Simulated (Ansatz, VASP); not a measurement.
# Cross-check of Al12P28SO87 (glassy 30Al2O3-70P2O5 (mol %)) between VASP and Ansatz, part 2 of 2

One calculation is typed for both programs; each brings its own data sets. How far apart do they land? Of the first pair: The structure shown is the start of the Ansatz relaxation below; VASP solves that cell, so the two are compared at the walk's first step.

VASP 6.6.1 and Ansatz 0.2.0.

So far. Step 3 (VASP: single point, PBE, start cell, pair 1): The run ends at a pressure of 1.76 GPa, with forces up to 26 eV/Å.

## (6) VASP: single point, PBE, relaxed atoms in a fixed cell, pair 2

Level of this step: PBE, zero-moment start; plane waves and PAW (Al, P, O, S) (VASP).

The same cell, functional, mesh and smearing now go to VASP, with its own data sets.

File INCAR:

```
SYSTEM = Al12P28SO87
PREC = Accurate
ENCUT = 520
EDIFF = 1E-06
NELM = 200
ISMEAR = -1
SIGMA = 0.025
LREAL = Auto
ALGO = Normal
GGA = PE
NBANDS = 448
ISPIN = 2
MAGMOM = 0 0 -0 0 -0 -0 0 -0 -0 0 0 -0 -0 -0 -0 0 0 0 -0 -0 0 -0 -0 0 0 -0 0 0 0 0 0 0 -0 0 0 -0 0 0 -0 -0 -0 -0 -0 0 -0 -0 -0 -0 -0 -0 0 0 0 -0 0 0 -0 -0 -0 -0 -0 -0 0 -0 -0 -0 -0 -0 -0 0 0 -0 -0 0 0 0 -0 0 -0 -0 -0 -0 -0 0 0 -0 -0 -0 -0 0 -0 -0 0 -0 0 -0 0 0 0 -0 -0 0 -0 0 -0 0 0 0 -0 -0 0 -0 0 0 0 0 -0 -0 -0 0 -0 -0 0 -0 0 0 -0 -0
LORBIT = 11
LWAVE = .FALSE.
LCHARG = .FALSE.
ISIF = 2
LASPH = .TRUE.
GGA_COMPAT = .FALSE.
NCORE = 4
```

File POSCAR:

```
Al12P28SO87
1.0
   11.9245600000      0.0000000000      0.0000000000
    0.0000000000     11.9245600000      0.0000000000
    0.0000000000      0.0000000000     11.9245600000
Al P O S
12 28 87 1
Direct
    0.4099400000      0.0304900000      0.0380900000
    0.4982200000      0.1673500000      0.3226400000
[... 1 atom line left out ...]
    0.7654400000      0.1858800000      0.6822000000
[... 4 atom lines left out ...]
    0.2692000000      0.4930800000      0.9130200000
    0.2723500000      0.1165700000      0.7792200000
[... 1 atom line left out ...]
    0.7201400000      0.5075900000      0.6255600000
    0.3544900000      0.9397200000      0.3856300000
[... 1 atom line left out ...]
    0.5379000000      0.3414900000      0.5195400000
[... 4 atom lines left out ...]
    0.2667200000      0.2598100000      0.2207500000
[... 2 atom lines left out ...]
    0.4948900000      0.1275900000      0.6590900000
[... 2 atom lines left out ...]
    0.3272800000      0.2573400000      0.9717000000
[... 6 atom lines left out ...]
    0.5083400000      0.5353800000      0.3647100000
[... 1 atom line left out ...]
    0.1589700000      0.1917900000      0.5430100000
    0.3378600000      0.5567500000      0.6762300000
[... 7 atom lines left out ...]
    0.2452600000      0.9943600000      0.4215000000
[... 2 atom lines left out ...]
    0.2007300000      0.1483500000      0.6561300000
[... 2 atom lines left out ...]
    0.4762300000      0.0417900000      0.5709200000
    0.2376500000      0.2485800000      0.4684500000
[... 4 atom lines left out ...]
    0.8289700000      0.0842700000      0.5837700000
[... 1 atom line left out ...]
    0.3298000000      0.8730200000      0.7006000000
    0.4226700000      0.1751200000      0.9926400000
[... 1 atom line left out ...]
    0.3547700000      0.3682000000      0.9138900000
[... 1 atom line left out ...]
    0.4199500000      0.1046200000      0.7654600000
[... 3 atom lines left out ...]
    0.6131300000      0.1582000000      0.2297200000
    0.7702200000      0.2098500000      0.8326300000
    0.5616000000      0.2447200000      0.4365700000
[... 1 atom line left out ...]
    0.3866300000      0.2413500000      0.2604100000
    0.6436600000      0.6373300000      0.6298200000
[... 3 atom lines left out ...]
    0.6485500000      0.5417600000      0.3836000000
[... 6 atom lines left out ...]
    0.8579700000      0.3031600000      0.6460400000
    0.4528900000      0.5128900000      0.6777500000
    0.2494700000      0.5025300000      0.5990000000
[... 5 atom lines left out ...]
    0.7834600000      0.5094600000      0.7573600000
[... 3 atom lines left out ...]
    0.6219000000      0.1479700000      0.6825700000
    0.0470200000      0.2615900000      0.5698200000
    0.2836100000      0.5797300000      0.7909000000
    0.4382700000      0.0287500000      0.3547300000
[... 1 atom line left out ...]
    0.4673900000      0.6425400000      0.4110400000
[... 1 atom line left out ...]
    0.6479600000      0.3833000000      0.5760700000
[... 6 atom lines left out ...]
    0.0876500000      0.0901000000      0.4875600000
[... 1 atom line left out ...]
    0.3432600000      0.6864200000      0.6111900000
    0.2205200000      0.3714000000      0.2714900000
    0.4761400000      0.4389800000      0.4609500000
    0.2374400000      0.1969700000      0.8976600000
[... 7 atom lines left out ...]
    0.4851100000      0.4814500000      0.2562200000
[... 5 atom lines left out ...]
    0.4302700000      0.2900500000      0.6405600000
```

File KPOINTS:

```
Automatic mesh
0
Gamma
1 1 1
0 0 0
```

The projector-augmented-wave data sets are Al, P, O and S (PBE family, release 64).

On the command line:

```console
> mpirun -np 16 vasp_gam
```

The program printed:

```text
[... set-up lines as in an earlier step ...]
 entering main loop
       N       E                     dE             d eps       ncg     rms          rms(c)
DAV:   1     0.658379103940E+04    0.65838E+04   -0.42486E+05  1840   0.155E+03
DAV:   2    -0.487477357329E+03   -0.70713E+04   -0.68501E+04  2192   0.380E+02
DAV:   3    -0.103598080353E+04   -0.54850E+03   -0.54440E+03  2120   0.113E+02
DAV:   4    -0.104767676121E+04   -0.11696E+02   -0.11621E+02  2184   0.174E+01
[...]
DAV:  18    -0.913871363214E+03   -0.32997E-05   -0.14879E-04  2208   0.287E-02    0.152E-02
DAV:  19    -0.913871364890E+03   -0.16757E-05   -0.27336E-05  2064   0.911E-03    0.170E-02
DAV:  20    -0.913871364707E+03    0.18314E-06   -0.68164E-07  1376   0.172E-03
   1 F= -.91387136E+03 E0= -.91387136E+03  d E =-.178172E-10  mag=     0.0000
```

OUTCAR, selected parts (step 6):

```text
  Total       -6.9934449      9.6263948    -22.8875288     -6.6536457     -7.8643691     12.7829769
  in kB       -6.6080703      9.0959311    -21.6263087     -6.2869957     -7.4310021     12.0785693
  external PRESSURE =      -6.3794826 kB  Pullay stress =       0.0000000 kB

 POSITION                                       TOTAL-FORCE (eV/Angst)
[...]
15        0.918   1.457   0.000   2.376
   16        0.901   1.442   0.000   2.342
   17        0.899   1.498   0.000   2.397
   18        0.901   1.467   0.000   2.368
   19        0.889   1.472   0.000   2.362
   20        0.893   1.469   0.000   2.362
   21        0.911   1.505   0.000   2.416
   22        0.931   1.471   0.000   2.403
   23        0.922   1.477   0.000   2.399
   24        0.914   1.474   0.000   2.388
   25        0.897   1.480   0.000   2.377
   26        0.902   1.475   0.000   2.377
   27        0.899   1.465   0.000   2.364
   28        0.893   1.486   0.000   2.380
[...]
--------------------------------------------------
tot        166.195 364.848   0.000 531.043

 magnetization (x)
# of ion       s       p       d       tot
------------------------------------------
    1       -0.000  -0.000   0.000  -0.000
    2        0.000  -0.000   0.000  -0.000
    3        0.000   0.000   0.000   0.000
    4       -0.000  -0.000   0.000  -0.000
    5       -0.000  -0.000   0.000  -0.000
    6       -0.000  -0.000   0.000  -0.000
    7       -0.000  -0.000   0.000  -0.000
    8       -0.000  -0.000   0.000  -0.000
    9       -0.000  -0.000   0.000  -0.000
   10       -0.000  -0.000   0.000  -0.000
   11        0.000   0.000   0.000   0.000
   12       -0.000   0.000   0.000   0.000
   13       -0.000  -0.000   0.000  -0.000
[...]
--------------------------------------------------
tot         -0.000   0.000   0.000  -0.000

[... 2 parts as in an earlier step ...]

[... 1 further part left out ...]
[key lines of the parts left out:]
E-fermi :   2.6025
```

The run ends at a pressure of -0.64 GPa, with forces up to 0.13 eV/Å.

## (7) Differences

Both answers:

| quantity | Ansatz | VASP | difference |
| --- | --- | --- | --- |
| gap on the k mesh (eV) | 2.593 | 2.509 | +0.084 |

Forces on 7 of the 128 atoms, those with the largest forces and the largest differences (eV/Å; atoms numbered as in POSCAR):

| atom | Ansatz x, y, z | VASP x, y, z |
| --- | --- | --- |
| P34 | 0.005, -0.005, 0.002 | 0.063, 0.009, 0.093 |
| O52 | 0.000, 0.003, -0.003 | -0.055, 0.091, 0.034 |
| O65 | -0.001, -0.001, 0.001 | -0.036, 0.093, -0.058 |
| O82 | -0.003, 0.003, -0.003 | -0.022, -0.067, -0.095 |
| O110 | -0.002, 0.011, -0.001 | -0.042, 0.041, -0.091 |
| O113 | 0.019, 0.005, -0.009 | 0.117, 0.018, -0.057 |
| S128 | 0.006, -0.010, -0.002 | 0.097, -0.037, -0.059 |

The forces differ by 43 meV/Å r.m.s., where the r.m.s. force is 0.007 eV/Å in Ansatz and 0.043 eV/Å in VASP: the atoms lie near their places of rest in Ansatz, so a percentage would say little (all taken over all components). A gap on the mesh is an upper bound, since the band edges may lie between its points.

## (8) What came out

```
r.m.s. force difference (single point, PBE, start cell, pair 1)                            : 3.4 % of the r.m.s. force
r.m.s. force difference (single point, PBE, relaxed atoms in a fixed cell, pair 2)         : 43 meV/Å
difference in gap on the k mesh (single point, PBE, relaxed atoms in a fixed cell, pair 2) : 0.084 eV
```

In words: The r.m.s. force difference is 43 meV/Å (single point, PBE, relaxed atoms in a fixed cell, pair 2), beyond the 12 meV/Å picked in this series as the mark of a large difference. What causes the difference of the single point, PBE, start cell, pair 1 pair stays open here. By the marks of this series, far apart in the single point, PBE, relaxed atoms in a fixed cell, pair 2 pair: the r.m.s. force difference, 43 meV/Å and the difference in gap on the k mesh, 0.084 eV. What causes the difference of the single point, PBE, relaxed atoms in a fixed cell, pair 2 pair stays open here. How closely two codes agree says nothing of how well the functional describes the real material.

[Lines on the potential files, build, host, timing and source positions are cut from VASP's logs without a mark.]

[Logs are printed without paths, hosts, clocks, repeated set-up lines and the standing remarks that a program may print on its own settings, such as how far it seeks lower states.]

[Hosts, paths, dates, database ids (printed as entryN), source tags and the programs' standing remarks are cut or masked in the printed files.]
